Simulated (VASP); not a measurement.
# NiMoIrPdW (Cm) in VASP: notebook, part 3 of 3

VASP 6.6.1. The steps go on from the part before.

### Step 5. Electric field gradients, PBE, collinear spin, ferromagnetic start

Contents of INCAR:

```
SYSTEM = NiMoIrPdW
PREC     = Accurate       ! precision mode
ENCUT    = 520            ! plane-wave cutoff, eV
EDIFF    = 1E-8           ! SCF threshold, eV
ISMEAR   = -1             ! smearing method
SIGMA    = 0.05           ! smearing width, eV
LREAL    = .False.        ! projectors in reciprocal space
LASPH    = .True.         ! aspherical terms in the spheres
NELM     = 150            ! most SCF steps
ALGO     = Normal         ! electronic algorithm
ISIF     = 2              ! what is computed and relaxed
LWAVE    = .False.        ! write WAVECAR
LCHARG   = .False.        ! write CHGCAR
ISPIN    = 2              ! spin polarisation
MAGMOM   = 1 1 0 0.6 0    ! initial moments
LORBIT   = 11             ! projections on sites
LMAXMIX  = 4              ! l up to which the mixer works
GGA      = PE             ! functional
LEFG     = .True.       
KPAR     = 4
```

Contents of KPOINTS:

```
regular mesh
0
Gamma
  11 11 3
  0 0 0
```

Contents of POSCAR:

```
NiMoIrPdW
1.0
    2.3446000000     -1.4313800000      0.0090600000
    2.3446000000      1.4313800000      0.0090600000
   -2.2060000000      0.0000000000     10.9237400000
Ni Mo Pd Ir W
1 1 1 1 1
Direct
    0.4983800000      0.4983800000      0.2952500000
    0.3177300000      0.3177300000      0.9120700000
    0.2473300000      0.2473300000      0.4906100000
    0.7498200000      0.7498200000      0.1080200000
    0.6867300000      0.6867300000      0.6940600000
```

Potentials or basis: VASP PAW PBE potentials, release 64 (Ni, Mo_sv, Pd, Ir, W_sv).

Run with:

```sh
cat potpaw_PBE.64/Ni/POTCAR potpaw_PBE.64/Mo_sv/POTCAR potpaw_PBE.64/Pd/POTCAR potpaw_PBE.64/Ir/POTCAR potpaw_PBE.64/W_sv/POTCAR > POTCAR
mpirun -np 4 vasp_std > vasp.out
```

OUTCAR:

```text
SYSTEM = NiMoIrPdW
   PREC = Accurate
   ENCUT = 520
   EDIFF = 1E-8
   ISMEAR = -1
   LREAL = .False.
   LASPH = .True.
   NELM = 150
   ISIF = 2
   ISPIN = 2
   LORBIT = 11
   GGA = PE

 ion  position               nearest neighbor table
   1  0.498  0.498  0.295-   4 2.59   4 2.61   4 2.61   3 2.67   3 2.68   3 2.68
   2  0.318  0.318  0.912-   4 2.68   4 2.68   4 2.68   5 2.78   5 2.78   5 3.24   5 3.44
   3  0.247  0.247  0.491-   1 2.67   1 2.68   1 2.68   5 2.74   5 2.74   5 2.75
   4  0.750  0.750  0.108-   1 2.59   1 2.61   1 2.61   2 2.68   2 2.68   2 2.68
   5  0.687  0.687  0.694-   3 2.74   3 2.74   3 2.75   2 2.78   2 2.78   2 3.24   2 3.44

  LATTYP: Found a base centered monoclinic cell.
 ALAT       =     4.6892350095
 B/A-ratio  =     0.6104961671
 C/A-ratio  =     2.3765624896
 COS(beta)  =    -0.1941602528
[... 2096 lines left out ...]
   4     -55.989    -1.481    57.469       0.948
   5      58.235    12.925   -71.160       0.637
----------------------------------------------------------------------

           NMR quadrupolar parameters

 Cq : quadrupolar parameter    Cq=e*Q*V_zz/h
 eta: asymmetry parameters     (V_yy - V_xx)/ V_zz
 Q  : nuclear electric quadrupole moment in mb (millibarn)
----------------------------------------------------------------------
 ion       Cq(MHz)       eta       Q (mb)
----------------------------------------------------------------------
   1      -0.030       0.643       1.000
   2       0.111       0.274       1.000
   3       0.096       0.311       1.000
   4       0.139       0.948       1.000
   5      -0.172       0.637       1.000
----------------------------------------------------------------------

 total charge

# of ion       s       p       d       tot
------------------------------------------
    1        0.431   0.380   8.323   9.134
    2        2.373   6.212   3.949  12.534
    3        0.528   0.561   8.476   9.564
    4        0.694   0.680   6.964   8.338
    5        2.416   6.295   3.331  12.042
--------------------------------------------------
tot          6.441  14.127  31.043  51.611

 magnetization (x)

# of ion       s       p       d       tot
------------------------------------------
    1       -0.000  -0.000   0.000   0.000
    2       -0.000  -0.000  -0.000  -0.000
    3       -0.000  -0.000   0.000  -0.000
    4       -0.000  -0.000   0.000   0.000
    5       -0.000  -0.000  -0.000  -0.000
--------------------------------------------------
tot         -0.000  -0.000   0.000   0.000
```

OSZICAR:

```text
N       E                     dE             d eps       ncg     rms          rms(c)
DAV:   1     0.672133984772E+03    0.67213E+03   -0.30058E+04 14472   0.185E+03
DAV:   2     0.209065897480E+01   -0.67004E+03   -0.65375E+03 14567   0.545E+02
DAV:   3    -0.448447544715E+02   -0.46935E+02   -0.43769E+02 16472   0.147E+02
[... 21 lines left out ...]
DAV:  25    -0.432563675890E+02    0.22864E-06   -0.11976E-06 17706   0.870E-03    0.634E-04
DAV:  26    -0.432563676010E+02   -0.12073E-07   -0.56485E-08 11998   0.164E-03    0.600E-04
DAV:  27    -0.432563676113E+02   -0.10235E-07   -0.21360E-08  7788   0.117E-03    0.202E-04
DAV:  28    -0.432563676220E+02   -0.10751E-07   -0.50454E-09  7611   0.451E-04    0.112E-04
DAV:  29    -0.432563676265E+02   -0.45038E-08   -0.19500E-09  7506   0.418E-04
   1 F= -.43256368E+02 E0= -.43238226E+02  d E =-.362835E-01  mag=     0.0000
```

Run time: 3.1 min. Hardware: 4 MPI ranks of AMD EPYC 9R45 (Zen 5), shared host; peak memory 0.56 GiB.

Results:

```
Free energy                                           : -43.2564 eV
Pressure                                              : 0.3 GPa
Largest force                                         : 0.087 eV/Å
Band gap on the k mesh                                : none (metal or under the smearing width)
Net moment                                            : 0.00 μB per cell
Valence electrons inside the program's atomic spheres : Ni 9.13; Mo 12.53; Pd 9.56; Ir 8.34; W 12.04
```

Forces on the atoms (eV/Å):
```
Ni  -0.012  0.000  0.015
Mo   0.017  0.000 -0.086
Pd   0.001  0.000 -0.052
Ir   0.002  0.000  0.060
W   -0.009  0.000  0.063
```

Stress tensor (GPa, compression positive):
```
 0.19  0.00  0.10
 0.00 -0.15  0.00
 0.10  0.00  0.88
```

Levels at points of the mesh, in eV from the Fermi level:
Spin up:
```tsv
k point	band 25	band 26	band 27	band 28	band 29	band 30	band 31	band 32
(0.00, 0.00, 0.00)	-1.30	-0.88	-0.88	-0.80	-0.76	-0.55	-0.19	0.00
```
Spin down:
| k point | band 25 | band 26 | band 27 | band 28 | band 29 | band 30 | band 31 | band 32 |
| --- | --- | --- | --- | --- | --- | --- | --- | --- |
| (0.00, 0.00, 0.00) | -1.30 | -0.88 | -0.88 | -0.80 | -0.76 | -0.55 | -0.19 | 0.00 |

Electric field gradients, principal values (V/Å²):
| atom | Vxx | Vyy | Vzz |
| --- | --- | --- | --- |
| 1 Ni | 2.196 | 10.102 | -12.297 |
| 2 Mo | -16.683 | -29.297 | 45.980 |
| 3 Pd | -13.621 | -25.936 | 39.557 |
| 4 Ir | -1.481 | -55.989 | 57.469 |
| 5 W | 12.925 | 58.235 | -71.160 |

The run has no spin-orbit coupling, so splittings on Ir, W are missing.

### Step 6. Band structure, PBE, collinear spin, ferromagnetic start, spin-orbit coupling

Contents of INCAR:

```
PREC = Accurate
ENCUT = 520
EDIFF = 1E-7
ISMEAR = -1
SIGMA = 0.05
LREAL = F
LASPH = T
NELM = 150
ALGO = Normal
ISIF = 2
LWAVE = F
LCHARG = F
MAGMOM = 0 0 1 0 0 1 0 0 0 0 0 0.6 0 0 0
LORBIT = 11
LSORBIT = T
GGA_COMPAT = F
LORBMOM = T
LMAXMIX = 4
GGA = PE
NBANDS = 72
KPAR = 4
```

Contents of KPOINTS:

```
regular mesh
0
Gamma
  11 11 3
```

POSCAR is that of step 5.

Contents of KPOINTS_OPT:

```
path GYFLI,I1ZF1,YX1,XGN,MG
15
line-mode
reciprocal
 0.0000000000  0.0000000000  0.0000000000  G
-0.5000000000 -0.5000000000  0.0000000000  Y

-0.5000000000 -0.5000000000  0.0000000000  Y
-0.5016370980 -0.5016370980  0.0400768515  F

-0.5016370980 -0.5016370980  0.0400768515  F
-0.5000000000 -0.5000000000  0.5000000000  L

-0.5000000000 -0.5000000000  0.5000000000  L
-0.6610839512 -0.3389160488  0.5000000000  I

-0.3389160488  0.3389160488  0.5000000000  I1
 0.0000000000  0.0000000000  0.5000000000  Z

 0.0000000000  0.0000000000  0.5000000000  Z
-0.4983629020 -0.4983629020  0.9599231485  F1

-0.5000000000 -0.5000000000  0.0000000000  Y
-0.6531734193 -0.3468265807  0.0000000000  X1

-0.3468265807  0.3468265807  0.0000000000  X
 0.0000000000  0.0000000000  0.0000000000  G

 0.0000000000  0.0000000000  0.0000000000  G
-0.5000000000  0.0000000000  0.0000000000  N

-0.5000000000  0.0000000000  0.5000000000  M
 0.0000000000  0.0000000000  0.0000000000  G
```

Potentials or basis: VASP PAW PBE potentials, release 64 (Ni, Mo_sv, Pd, Ir, W_sv).

Run with:

```sh
cat potpaw_PBE.64/Ni/POTCAR potpaw_PBE.64/Mo_sv/POTCAR potpaw_PBE.64/Pd/POTCAR potpaw_PBE.64/Ir/POTCAR potpaw_PBE.64/W_sv/POTCAR > POTCAR
mpirun -np 4 vasp_ncl > vasp.out
```

Wall time 27 min (4 MPI ranks of AMD EPYC 9R45 (Zen 5), shared host); peak memory 4.1 GiB.

Results (log left out):

* Free energy: -44.6283 eV
* Pressure: 0.7 GPa
* Largest force: 0.119 eV/Å
* Net moment: 0.02 μB per cell
* Valence electrons inside the program's atomic spheres: Ni 9.13; Mo 12.54; Pd 9.56; Ir 8.34; W 12.06

Forces on the atoms (eV/Å):
```
Ni  -0.012  0.000  0.022
Mo   0.023  0.000 -0.117
Pd   0.006  0.000 -0.089
Ir  -0.003  0.000  0.098
W   -0.014  0.000  0.086
```

Stress tensor (GPa, compression positive):
```
0.72 0.00 0.03
0.00 0.09 0.00
0.03 0.00 1.28
```

Moments on the atoms (μB; x, y, z):
```
Ni  0.00 0.00 0.02
Mo  0.00 0.00 0.00
Pd  0.00 0.00 0.00
Ir  0.00 0.00 0.00
W   0.00 0.00 0.00
```

### Step 7. Summary

| task | spin | k mesh for the DOS | occupations for the DOS | gap on the mesh (eV) | pressure (GPa) | moment (μB) | largest force (eV/Å) |
| --- | --- | --- | --- | --- | --- | --- | --- |
| band structure | collinear, ferromagnetic start | - | - | - | 0.3 | 0.00 | 0.09 |
| density of states | collinear, ferromagnetic start | 17 × 17 × 5 | tetrahedron | - | - | 0.00 | - |
| optical spectrum | collinear, ferromagnetic start | - | - | none | 0.3 | 0.00 | 0.09 |
| electric field gradients | collinear, ferromagnetic start | - | - | none | 0.3 | 0.00 | 0.09 |
| band structure | collinear, ferromagnetic start, SOC | - | - | - | 0.7 | 0.02 | 0.12 |

Alike in all rows: level PBE; potentials or basis VASP PAW PBE potentials, release 64 (Ni, Mo_sv, Pd, Ir, W_sv); cell as given; k mesh 11 × 11 × 3; cutoff (eV) 520; smearing fermi-dirac 0.05 eV.

Caveats: spin-orbit coupling is left out, which moves the levels of the heavy elements (some runs); spectra need much finer meshes, so this one isn't converged (some runs); independent-particle spectra lack excitons (some runs); the intraband (Drude) part of a metal's response may be missing (some runs).

Absolute energies hang on the potentials; compare differences alone.
